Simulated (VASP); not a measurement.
Crystal: Ga3BSb2.

```
CELL_PARAMETERS angstrom
7.64040 -0.06762 0.03988
-1.93938 3.25681 -0.03256
0.05720 -0.07482 10.68296
ATOMIC_POSITIONS crystal
Ga 0.00995 0.01420 0.65907
Ga 0.49012 0.98348 0.65701
Ga 0.30094 0.30540 0.83192
Ga 0.80754 0.31536 0.84108
Ga 0.98309 0.98699 0.30622
Ga 0.47134 0.93862 0.31842
B 0.02254 0.04535 0.10871
B 0.48733 0.00720 0.13849
Sb 0.16569 0.65103 0.03272
Sb 0.68353 0.70643 0.05019
Sb 0.14976 0.66306 0.48510
Sb 0.66769 0.67627 0.45324
```

The cell was built by a generator and needn't be a form met in nature.

| Item | Value |
| --- | --- |
| Program | VASP 6.6.1 |
| Task | relaxation of cell and atoms |
| Functional | PBE |
| Potentials or basis | VASP PAW PBE potentials, release 64 (Ga_d, B, Sb) |
| Cutoff | 520 eV |
| k mesh | 7 × 7 × 2 |
| Occupations | gaussian, width 0.15 eV |
| Spin | no spin polarisation |

At the start: pressure 1.1 GPa; volume 22.03 Å³/atom.

**Question.** How do energy, volume and symmetry change on relaxing?

**Answer.** Over 28 steps the energy falls by 68.0 meV/atom and the volume is 21.98 Å³/atom (-0.2 %); space group P1 (No. 1, to 0.05 Å).

The path:
| step | energy change (eV) | largest force (eV/Å) | pressure (GPa) | volume (Å³) |
| --- | --- | --- | --- | --- |
| 1 | 0.0000 | 2.6885 | 1.09 | 264.41 |
| 2 | -0.5219 | 0.8785 | -0.81 | 270.15 |
| 3 | -0.5227 | 0.8113 | -0.69 | 269.90 |
| 4 | -0.6397 | 0.5233 | -0.23 | 266.83 |
| 5 | -0.6824 | 0.5479 | 0.28 | 264.14 |
| 6 | -0.6835 | 0.6491 | 0.18 | 263.66 |
| 7 | -0.7404 | 0.3052 | 0.23 | 263.51 |
| 8 | -0.7533 | 0.3846 | 0.25 | 263.42 |
| 9 | -0.7543 | 0.4517 | 0.29 | 263.40 |
| 10 | -0.7885 | 0.2457 | -0.30 | 265.36 |
| 11 | -0.7941 | 0.1738 | -0.47 | 266.23 |
| 12 | -0.7947 | 0.1775 | -0.33 | 266.58 |
| 13 | -0.8061 | 0.1358 | 0.00 | 264.36 |
| 14 | -0.8066 | 0.1403 | 0.09 | 264.09 |
| 15 | -0.8069 | 0.1689 | 0.15 | 263.55 |
| 16 | -0.8068 | 0.1553 | -0.05 | 263.84 |
| 17 | -0.8069 | 0.1622 | 0.13 | 263.65 |
| 18 | -0.8119 | 0.0731 | 0.07 | 263.44 |
| 19 | -0.8125 | 0.0764 | 0.20 | 263.38 |
| 20 | -0.8138 | 0.0371 | -0.14 | 265.11 |
| 21 | -0.8141 | 0.0613 | -0.02 | 264.63 |
| 22 | -0.8140 | 0.0357 | -0.25 | 264.94 |
| 23 | -0.8141 | 0.0616 | -0.05 | 264.77 |
| 24 | -0.8140 | 0.0344 | -0.21 | 264.85 |
| 25 | -0.8140 | 0.0585 | -0.06 | 264.80 |
| 26 | -0.8152 | 0.0331 | -0.17 | 264.73 |
| 27 | -0.8158 | 0.0354 | -0.14 | 264.67 |
| 28 | -0.8166 | 0.0219 | 0.09 | 263.81 |

Final structure:
```xyz
12
Lattice="7.5385 0.0059 0.0899 -1.8833 3.2627 0.0041 0.1246 0.0893 10.7232" Properties=species:S:1:pos:R:3 pbc="T T T"
Ga    5.6297    3.3067    7.1840
Ga    1.9027    3.2762    7.0506
Ga    1.9036    1.1219    8.8962
Ga    5.5623    1.1016    8.9668
Ga    0.0256    0.0555    3.3601
Ga    1.8763    3.2572    3.4273
B     0.0156    0.0361    1.2771
B     3.7688    0.0256    1.3391
Sb    0.0258    2.2188    0.4931
Sb    3.7928    2.2159    0.5838
Sb   -0.0362    2.1920    5.1434
Sb    3.7872    2.1930    5.1280
```
